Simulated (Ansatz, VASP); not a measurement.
Given: the input of a run of VASP 6.6.1 on Mg2CdN2. Atoms were shifted at random by some hundredths of an Å from the given cell, which wasn't relaxed again for these runs. The cell comes from a database or a generator and needn't be the stable form of this composition.

File INCAR:

```
ALGO = Normal ; EDIFF = 1E-7
ENCUT = 520 ; GGA = PE
ISIF = 2 ; ISMEAR = -1
LASPH = True ; LCHARG = False
LREAL = False ; LWAVE = False
NBANDS = 21 ; NELM = 100
PREC = Accurate ; SIGMA = 0.05
```

The input KPOINTS:

```
k-points
0
Gamma
  9 9 5
```

The input POSCAR:

```
Mg2CdN2
1.0
    3.5528825911      0.0000000000      0.0000000000
   -1.7764412956      3.0768865806      0.0000000000
    0.0000000000      0.0000000000      5.9838310064
Cd Mg N
1 2 2
Direct
    0.0123590000      0.0036500000      0.5021950000
    0.3319970000      0.6627500000      0.8536170000
    0.6685630000      0.3363990000      0.1468310000
    0.3365560000      0.6753170000      0.2352140000
    0.6751530000      0.3307230000      0.7679020000
```

Potentials or basis: VASP PAW PBE potentials, release 64 (Cd, Mg, N).

Run with:

```bash
$ cat potpaw_PBE.64/Cd/POTCAR potpaw_PBE.64/Mg/POTCAR potpaw_PBE.64/N/POTCAR > POTCAR
$ mpirun -np 1 vasp_std > vasp.out
```

Problem. What does the same run look like in Ansatz 0.2.0? Potentials or basis there: Ansatz PAW, cutoff 420 eV.

Solution. As run (cutoffs and basis follow the program's own potentials, and thresholds, step limits or extra output files can differ):

input.yaml

```yaml
crystal:
  lattice:
    - [3.5528825911, 0.0, 0.0]
    - [-1.7764412956, 3.0768865806, 0.0]
    - [0.0, 0.0, 5.9838310064]
  atoms:
    - { symbol: Cd, position: [0.012359, 0.00365, 0.502195] }
    - { symbol: Mg, position: [0.331997, 0.66275, 0.853617] }
    - { symbol: Mg, position: [0.668563, 0.336399, 0.146831] }
    - { symbol: "N", position: [0.336556, 0.675317, 0.235214] }
    - { symbol: "N", position: [0.675153, 0.330723, 0.767902] }
hamiltonian:
  xc: pbe
  pseudopotentials: { kind: paw }
kpoints:
  mp_grid: { grid: [9, 9, 5] }
scf:
  occupations: { method: fermi_dirac, width: 0.05 }
output:
  forces: true
  stress: true
  eigenvalues: true
```

Potentials or basis: Ansatz PAW.

The run is started by

```bash
$ ansatz run input.yaml --threads 2 --pin off --max-ram 5120MiB --backend cpu --events-out ev --progress --plain --runs-dir out
```

Both were run:

|  | VASP | Ansatz |
| --- | --- | --- |
| Pressure | -0.7 GPa | -0.8 GPa |
| Largest force | 0.637 eV/Å | 0.639 eV/Å |

Ansatz's pressure holds a Pulay term of +0.29 GPa for its cutoff of 420 eV, which the other run lacks.

The potentials hold 26 and 50 valence electrons a cell.

Where Ansatz's input types no cutoff or centring, it takes its own default and a Γ-centred mesh.

Pressure is positive in compression.
